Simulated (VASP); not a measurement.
OSZICAR of a VASP run on CeO₂ (fluorite):

OSZICAR:
```
       N       E                     dE             d eps       ncg     rms          rms(c)
DAV:   1     0.230691955312E+03    0.23069E+03   -0.11584E+04   640   0.199E+03
DAV:   2     0.514189332763E+01   -0.22555E+03   -0.21779E+03  1064   0.309E+02
DAV:   3    -0.301795285537E+02   -0.35321E+02   -0.30852E+02   832   0.144E+02
DAV:   4    -0.316740926119E+02   -0.14946E+01   -0.14943E+01  1032   0.306E+01
DAV:   5    -0.317446223598E+02   -0.70530E-01   -0.70525E-01  1096   0.577E+00    0.275E+01
DAV:   6    -0.308143564234E+02    0.93027E+00   -0.96870E+01   968   0.569E+01    0.308E+01
DAV:   7    -0.288452818707E+02    0.19691E+01   -0.21343E+02  1040   0.129E+02    0.194E+01
DAV:   8    -0.282144695400E+02    0.63081E+00   -0.38961E+00   792   0.211E+01    0.130E+01
DAV:   9    -0.268922277715E+02    0.13222E+01   -0.54811E+00   952   0.195E+01    0.227E+00
DAV:  10    -0.268401302148E+02    0.52098E-01   -0.21861E-01  1088   0.422E+00    0.163E+00
DAV:  11    -0.268051676369E+02    0.34963E-01   -0.56192E-02   968   0.221E+00    0.128E+00
DAV:  12    -0.267637890913E+02    0.41379E-01   -0.18277E-01   976   0.414E+00    0.630E-01
DAV:  13    -0.267672190914E+02   -0.34300E-02   -0.10816E-01  1008   0.281E+00    0.773E-01
DAV:  14    -0.267641994749E+02    0.30196E-02   -0.73789E-02  1008   0.243E+00    0.362E-01
DAV:  15    -0.267637682304E+02    0.43124E-03   -0.16162E-02   960   0.116E+00    0.176E-01
DAV:  16    -0.267635180184E+02    0.25021E-03   -0.29699E-03   896   0.526E-01    0.234E-02
DAV:  17    -0.267635348563E+02   -0.16838E-04   -0.30092E-04  1048   0.169E-01    0.312E-02
DAV:  18    -0.267635242679E+02    0.10588E-04   -0.46349E-05   904   0.679E-02    0.106E-02
DAV:  19    -0.267635236869E+02    0.58102E-06   -0.48735E-06  1048   0.184E-02    0.464E-03
DAV:  20    -0.267635231612E+02    0.52573E-06   -0.87558E-06   920   0.278E-02    0.442E-03
DAV:  21    -0.267635230414E+02    0.11975E-06   -0.58863E-07   680   0.751E-03    0.158E-03
DAV:  22    -0.267635230272E+02    0.14205E-07   -0.82342E-08   416   0.283E-03
   1 F= -.26763523E+02 E0= -.26763523E+02  d E =-.390795E-19
```

Question: Which electronic solver shows in the log?

Answer: It is blocked Davidson (ALGO = Normal, or the opening steps of other solvers). The INCAR had ALGO = Normal.

Question: How was spin treated?

Answer: Without spin polarisation: there is no mag entry.

Question: Can the final energy be trusted as converged?

Answer: The run converged. It stopped with EDIFF = 1E-7, NELM = 100 (AM05 GGA, plane waves, VASP's PBE PAW potentials (set 64)).

The compound is CeO2 in the fluorite structure. This cell is one point of a volume scan, at 1.06 of the reference volume. The run is not spin-polarised, so no magnetic state was tried.
